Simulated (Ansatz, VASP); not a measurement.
## HfC in two plane-wave programs

Wanted: the spread between two codes on one cell, functional and k mesh. The cell is taken from a series of runs on this material, whose earlier steps may have relaxed, scaled, displaced or heated it; both programs get it as it stands.

Program: Ansatz 0.2.0. Level of theory: plane waves, with VASP 6.6.1 beside it; zone-centre phonons at PBEsol. Results are calculated unless marked as measured.

## Step 1: The starting structure

It takes space group I4/mmm (No. 139, tetragonal). The conventional cell has a = 3.243 Å, b = 3.243 Å, c = 4.745 Å, α = 90.00°, β = 90.00°, γ = 90.00°. C has 6 Hf at 2.29 to 2.37 Å nearest. Hf has 6 C at 2.29 to 2.37 Å nearest. Farther neighbours are not listed.

As a file:

```
C Hf
1.0
     0.00000    2.29294    2.37269
     2.29294    0.00000    2.37269
     2.29294    2.29294    0.00000
C Hf
1 1
Direct
  0.00000 0.00000 0.00000
  0.50000 0.50000 0.50000
```

## Step 2: VASP: zone-centre phonons, PBEsol

Second derivatives magnify differences that forces hide, and they need a tight electronic threshold.

Lines of VASP's logs that name or quote its potential files are left out, and so is its time.

INCAR reads:

```
SYSTEM = HfC
PREC = Accurate
ENCUT = 600
EDIFF = 1E-08
NELM = 120
ISMEAR = 1
SIGMA = 0.2
LREAL = .FALSE.
ALGO = Normal
GGA = PS
NBANDS = 13
LASPH = .TRUE.
LORBIT = 11
LWAVE = .FALSE.
LCHARG = .FALSE.
ISIF = 2
IBRION = 8
GGA_COMPAT = .FALSE.
KPAR = 2
```

POSCAR reads:

```
HfC
1.0
    0.0000000000      2.2929401968      2.3726874726
    2.2929401968      0.0000000000      2.3726874726
    2.2929401968      2.2929401968      0.0000000000
C Hf
1 1
Direct
    0.0000000000      0.0000000000      0.0000000000
    0.5000000000      0.5000000000      0.5000000000
```

KPOINTS reads:

```
Automatic mesh
0
Gamma
16 16 16
0 0 0
```

PAW data sets: C and Hf_pv (PBE family, release 64).

On the command line:

```console
$ mpirun -np 2 vasp_std
```

Numbers of over 12 decimals in the logs are rounded to 6 here.

The program printed:

```text
[banner, memory and clock lines left out]
running    2 mpi-ranks, on    1 nodes
 distrk:  each k-point on    1 cores,    2 groups
 distr:  one band on    1 cores,    1 groups

 POSCAR found type information on POSCAR C Hf
 POSCAR found :  2 types and       2 ions
|                                                                             |
|               ----> ADVICE to this user running VASP <----                  |
|                                                                             |
|     You enforced a specific xc type in the INCAR file but a different       |
|     [... a line on the potential file left out ...]
|     I HOPE YOU KNOW WHAT YOU ARE DOING!                                     |
|                                                                             |

 LDA part: xc-table for (Slater+PW92), standard interpolation
 POSCAR, INCAR and KPOINTS ok, starting setup
 FFT: planning ... GRIDC
 FFT: planning ... GRID_SOFT
 FFT: planning ... GRID
 WAVECAR not read
 entering main loop
       N       E                     dE             d eps       ncg     rms          rms(c)
DAV:   1     0.239361775439E+02    0.23936E+02   -0.86151E+03  9106   0.119E+03
DAV:   2    -0.233168253128E+02   -0.47253E+02   -0.44318E+02 11534   0.218E+02
DAV:   3    -0.250607160160E+02   -0.17439E+01   -0.17351E+01 11345   0.299E+01
DAV:   4    -0.250707566623E+02   -0.10041E-01   -0.10040E-01 10070   0.267E+00
DAV:   5    -0.250708259824E+02   -0.69320E-04   -0.69319E-04 11321   0.205E-01    0.591E+01
DAV:   6    -0.222429047158E+02    0.28279E+01   -0.12341E+01 10474   0.186E+01    0.418E+01
DAV:   7    -0.221821090191E+02    0.60796E-01   -0.55617E-01 10294   0.533E+00    0.239E+01
DAV:   8    -0.221700214197E+02    0.12088E-01   -0.65229E-02 10964   0.204E+00    0.522E+00
DAV:   9    -0.221642852069E+02    0.57362E-02   -0.25903E-02 10639   0.895E-01    0.193E+00
DAV:  10    -0.221638452583E+02    0.43995E-03   -0.17417E-03 10946   0.305E-01    0.508E-02
DAV:  11    -0.221638434437E+02    0.18146E-05   -0.82601E-05 10564   0.828E-02    0.323E-02
DAV:  12    -0.221638431111E+02    0.33259E-06   -0.21643E-06 11380   0.127E-02    0.480E-03
DAV:  13    -0.221638429726E+02    0.13844E-06   -0.26598E-07 11171   0.340E-03    0.852E-04
DAV:  14    -0.221638429514E+02    0.21274E-07   -0.18192E-08  9217   0.117E-03    0.463E-04
DAV:  15    -0.221638429583E+02   -0.69761E-08   -0.14351E-09  5092   0.351E-04
   1 F= -.22163843E+02 E0= -.22163831E+02  d E =-.357898E-04
 Linear response reoptimize wavefunctions to high precision
DAV:   1    -0.221638429613E+02   -0.30197E-08   -0.27352E-10  5737   0.144E-04
DAV:   2    -0.221638429614E+02   -0.22737E-10   -0.23618E-11  4837   0.421E-05
 Linear response DOF=           4
 Linear response progress:
  Degree of freedom:   1/  4
       N       E                     dE             d eps       ncg     rms          rms(c)
RMM:   1    -0.123574876076E+00   -0.12357E+00    0.26477E-02 35596   0.191E+00
RMM:   2    -0.118997160136E+00    0.45777E-02   -0.37409E-03 25931   0.362E-01    0.465E-01
RMM:   3    -0.119370870211E+00   -0.37371E-03   -0.69753E-04 23745   0.151E-01    0.245E-01
RMM:   4    -0.120310223016E+00   -0.93935E-03   -0.40054E-04 24408   0.112E-01    0.408E-02
RMM:   5    -0.120307924048E+00    0.22990E-05   -0.11219E-05 26719   0.248E-02    0.118E-02
RMM:   6    -0.120308605661E+00   -0.68161E-06   -0.42274E-07 28468   0.440E-03    0.460E-03
RMM:   7    -0.120296867005E+00    0.11739E-04   -0.10277E-07 27263   0.222E-03    0.263E-03
RMM:   8    -0.120300595748E+00   -0.37287E-05   -0.13496E-08 28775   0.751E-04    0.421E-04
RMM:   9    -0.120299716565E+00    0.87918E-06   -0.16646E-10 29973   0.154E-04    0.180E-04
RMM:  10    -0.120299688337E+00    0.28228E-07    0.24721E-09 30462   0.361E-05    0.340E-05
RMM:  11    -0.120299689200E+00   -0.86290E-09   -0.18614E-09 29427   0.971E-06    0.670E-06
 first order change of Fermi-energy  -0.10687E-02
 force on displaced ion       1 direction 1 :  -8.909   0.000   0.000
 Linear response progress:
  Degree of freedom:   2/  4
       N       E                     dE             d eps       ncg     rms          rms(c)
RMM:   1    -0.118504642422E+00   -0.11850E+00    0.50476E-02 19966   0.181E+00
RMM:   2    -0.117259186168E+00    0.12455E-02   -0.24744E-03 14559   0.311E-01    0.317E-01
RMM:   3    -0.117624695775E+00   -0.36551E-03   -0.53231E-04 13163   0.132E-01    0.162E-01
RMM:   4    -0.118478852578E+00   -0.85416E-03   -0.35526E-04 13642   0.104E-01    0.309E-02
RMM:   5    -0.118481649928E+00   -0.27973E-05   -0.95022E-06 15081   0.221E-02    0.917E-03
RMM:   6    -0.118478051705E+00    0.35982E-05   -0.41873E-07 15888   0.421E-03    0.409E-03
RMM:   7    -0.118469415417E+00    0.86363E-05   -0.69583E-08 15393   0.175E-03    0.255E-03
RMM:   8    -0.118471241919E+00   -0.18265E-05   -0.14044E-08 16187   0.657E-04    0.388E-04
RMM:   9    -0.118470951267E+00    0.29065E-06   -0.22201E-08 16886   0.120E-04    0.187E-04
RMM:  10    -0.118470941137E+00    0.10130E-07   -0.98658E-09 17077   0.313E-05    0.256E-05
RMM:  11    -0.118470940476E+00    0.66134E-09   -0.38005E-09 16468   0.102E-05    0.390E-06
 first order change of Fermi-energy   0.29999E-02
 force on displaced ion       1 direction 3 :   0.000   0.000  -5.597
 Linear response progress:
  Degree of freedom:   3/  4
       N       E                     dE             d eps       ncg     rms          rms(c)
RMM:   1    -0.214721177835E+00   -0.21472E+00    0.38241E+00 17868   0.121E+01
RMM:   2    -0.211064832760E+00    0.36563E-02   -0.31839E-02 24915   0.131E+00    0.556E-01
RMM:   3    -0.210275348648E+00    0.78948E-03   -0.10284E-03 31272   0.163E-01    0.239E-01
RMM:   4    -0.209724563051E+00    0.55079E-03   -0.91230E-05 33462   0.598E-02    0.143E-01
RMM:   5    -0.209264355317E+00    0.46021E-03   -0.33393E-05 33245   0.419E-02    0.148E-02
RMM:   6    -0.209257419293E+00    0.69360E-05   -0.19122E-06 33531   0.114E-02    0.704E-03
RMM:   7    -0.209264836940E+00   -0.74176E-05    0.20445E-06 36139   0.260E-03    0.699E-03
RMM:   8    -0.209265004032E+00   -0.16709E-06   -0.16763E-06 35388   0.627E-04    0.220E-03
RMM:   9    -0.209265445510E+00   -0.44148E-06   -0.17627E-06 37206   0.303E-04    0.396E-05
RMM:  10    -0.209265794442E+00   -0.34893E-06   -0.12267E-06 35904   0.102E-04    0.104E-05
RMM:  11    -0.209265864607E+00   -0.70164E-07   -0.55950E-07 38924   0.393E-05    0.367E-05
RMM:  12    -0.209265884916E+00   -0.20310E-07   -0.27349E-07 36168   0.170E-05    0.349E-05
RMM:  13    -0.209265895989E+00   -0.11073E-07   -0.13635E-07 32635   0.888E-06    0.810E-06
RMM:  14    -0.209265893912E+00    0.20771E-08   -0.79624E-08 25558   0.523E-06    0.118E-05
 first order change of Fermi-energy   0.14130E-02
 force on displaced ion       2 direction 1 :  -8.910   0.000   0.000
 Linear response progress:
  Degree of freedom:   4/  4
       N       E                     dE             d eps       ncg     rms          rms(c)
RMM:   1    -0.217229520416E+00   -0.21723E+00    0.35184E+00 10262   0.117E+01
RMM:   2    -0.214579514040E+00    0.26500E-02   -0.30862E-02 14032   0.127E+00    0.438E-01
RMM:   3    -0.213936643480E+00    0.64287E-03   -0.90447E-04 17349   0.148E-01    0.160E-01
RMM:   4    -0.213494888993E+00    0.44175E-03   -0.65980E-05 18655   0.484E-02    0.112E-01
RMM:   5    -0.213042538513E+00    0.45235E-03   -0.24776E-05 18309   0.377E-02    0.112E-02
RMM:   6    -0.213029679572E+00    0.12859E-04   -0.22120E-06 19144   0.906E-03    0.380E-03
RMM:   7    -0.213041483623E+00   -0.11804E-04   -0.56234E-07 19399   0.237E-03    0.447E-03
RMM:   8    -0.213041876629E+00   -0.39301E-06   -0.12598E-06 19397   0.540E-04    0.116E-03
RMM:   9    -0.213042043676E+00   -0.16705E-06   -0.11468E-06 20486   0.231E-04    0.189E-04
RMM:  10    -0.213042287193E+00   -0.24352E-06   -0.68138E-07 20019   0.745E-05    0.286E-05
RMM:  11    -0.213042339465E+00   -0.52272E-07   -0.33472E-07 21627   0.275E-05    0.304E-05
RMM:  12    -0.213042348498E+00   -0.90326E-08   -0.15333E-07 18986   0.923E-06    0.179E-05
RMM:  13    -0.213042354278E+00   -0.57802E-08   -0.89370E-08 16360   0.499E-06    0.252E-06
 first order change of Fermi-energy  -0.27311E-02
 force on displaced ion       2 direction 3 :   0.000   0.000  -5.598
 Linear response finished
```

From OUTCAR (step 2):

```text
ion  position               nearest neighbor table
   1  0.000  0.000  0.000-   2 2.29   2 2.29   2 2.29   2 2.29   2 2.37   2 2.37
   2  0.500  0.500  0.500-   1 2.29   1 2.29   1 2.29   1 2.29   1 2.37   1 2.37

  LATTYP: Found a body centered tetragonal cell.
 ALAT       =     3.2427071240
 C/A-ratio  =     1.4633991797

 Subroutine GETGRP returns: Found 16 space group operations
 (whereof 16 operations were pure point group operations)

The static configuration has the point symmetry D_4h.

 Found    349 irreducible k-points:

   k-points           NKPTS =    349   k-points in BZ     NKDIM =    349   number of bands    NBANDS=     13

   dimension x,y,z NGX =    28 NGY =   28 NGZ =   28
   dimension x,y,z NGXF=    56 NGYF=   56 NGZF=   56

   ENCUT  =  600.0 eV  44.10 Ry    6.64 a.u.   6.59  6.59  6.48*2*pi/ulx,y,z

   NELECT =      14.0000    total number of electrons

 k-points in reciprocal lattice and weights: Automatic mesh
   0.00000000  0.00000000  0.00000000       0.000
   0.06250000  0.00000000  0.00000000       0.002
   0.12500000  0.00000000  0.00000000       0.002
   0.18750000  0.00000000  0.00000000       0.002
   0.25000000  0.00000000  0.00000000       0.002
   0.31250000  0.00000000  0.00000000       0.002
   0.37500000  0.00000000  0.00000000       0.002
   0.43750000  0.00000000  0.00000000       0.002
   0.50000000  0.00000000  0.00000000       0.001
[...]
-0.31250000  0.18750000  0.50000000       0.001
  -0.25000000  0.25000000  0.50000000       0.000

 average (electrostatic) potential at core
       1 -47.8241       2 -35.1716

  Total       -0.0656816     -0.0656816     -2.1131001      0.0000000     -0.0000000     -0.0000000
  in kB       -4.2179176     -4.2179176   -135.6983795      0.0000000     -0.0000000     -0.0000000
  external PRESSURE =     -48.0447382 kB  Pullay stress =       0.0000000 kB

  energy-cutoff  :      600.00
  volume of cell :       24.95
      direct lattice vectors                 reciprocal lattice vectors
     0.000000000  2.292940197  2.372687473    -0.218060637  0.218060637  0.210731504
     2.292940197  0.000000000  2.372687473     0.218060637 -0.218060637  0.210731504
     2.292940197  2.292940197  0.000000000     0.218060637  0.218060637 -0.210731504

 POSITION                                       TOTAL-FORCE (eV/Angst)
 -----------------------------------------------------------------------------------
      0.00000      0.00000      0.00000         0.000000      0.000000     -0.000000
      2.29294      2.29294      2.37269        -0.000000      0.000000      0.000000
 -----------------------------------------------------------------------------------
    total drift:                                0.000000      0.000000      0.000000

 Eigenvectors and eigenvalues of the dynamical matrix
 ----------------------------------------------------

   1 f  =   13.909889 THz    87.398413 2PiTHz  463.983967 cm-1    57.526654 meV
             X         Y         Z           dx          dy          dz
      0.000000  0.000000  0.000000     0.000000   -0.967961    0.000000
      2.292940  2.292940  2.372687     0.000000    0.251102    0.000000

   2 f  =   13.909889 THz    87.398413 2PiTHz  463.983967 cm-1    57.526654 meV
             X         Y         Z           dx          dy          dz
      0.000000  0.000000  0.000000    -0.967961   -0.000000    0.000000
      2.292940  2.292940  2.372687     0.251102   -0.000000    0.000000

   3 f  =   11.025167 THz    69.273169 2PiTHz  367.759996 cm-1    45.596408 meV
             X         Y         Z           dx          dy          dz
      0.000000  0.000000  0.000000     0.000000    0.000000    0.967957
      2.292940  2.292940  2.372687     0.000000    0.000000   -0.251117

   4 f/i=    0.000078 THz     0.000489 2PiTHz    0.002597 cm-1     0.000322 meV
             X         Y         Z           dx          dy          dz
      0.000000  0.000000  0.000000    -0.243074   -0.062987    0.000000
      2.292940  2.292940  2.372687    -0.937013   -0.242806    0.000000

   5 f/i=    0.000078 THz     0.000489 2PiTHz    0.002597 cm-1     0.000322 meV
             X         Y         Z           dx          dy          dz
      0.000000  0.000000  0.000000     0.062987   -0.243074    0.000000
      2.292940  2.292940  2.372687     0.242806   -0.937013    0.000000

   6 f/i=    0.000227 THz     0.001429 2PiTHz    0.007586 cm-1     0.000941 meV
             X         Y         Z           dx          dy          dz
      0.000000  0.000000  0.000000     0.000000    0.000000   -0.251117
      2.292940  2.292940  2.372687     0.000000    0.000000   -0.967957

 ELASTIC MODULI CONTR FROM IONIC RELAXATION (kBar)
 Direction    XX          YY          ZZ          XY          YZ          ZX
 --------------------------------------------------------------------------------
 XX           0.0000      0.0000      0.0000      0.0000      0.0000      0.0000
 YY           0.0000      0.0000      0.0000      0.0000      0.0000      0.0000
 ZZ           0.0000      0.0000      0.0000      0.0000      0.0000      0.0000
 XY           0.0000      0.0000      0.0000      0.0000      0.0000      0.0000
 YZ           0.0000      0.0000      0.0000      0.0000      0.0000      0.0000
 ZX           0.0000      0.0000      0.0000      0.0000      0.0000      0.0000
 --------------------------------------------------------------------------------
```

Energies printed during the response cycles are not total energies of the cell. Harder data sets than Hf_pv exist (the GW ones), and pressures, volumes and forces can shift noticeably with them.

(Continued in part 2 of 2.)

[Lines on the potential files, build, host, timing and source positions are cut from VASP's logs without a mark.]

[Logs are printed without paths, hosts, clocks, repeated set-up lines and the standing remarks that a program may print on its own settings, such as how far it seeks lower states.]

[Hosts, paths, dates, database ids (printed as entryN), source tags and the programs' standing remarks are cut or masked in the printed files.]
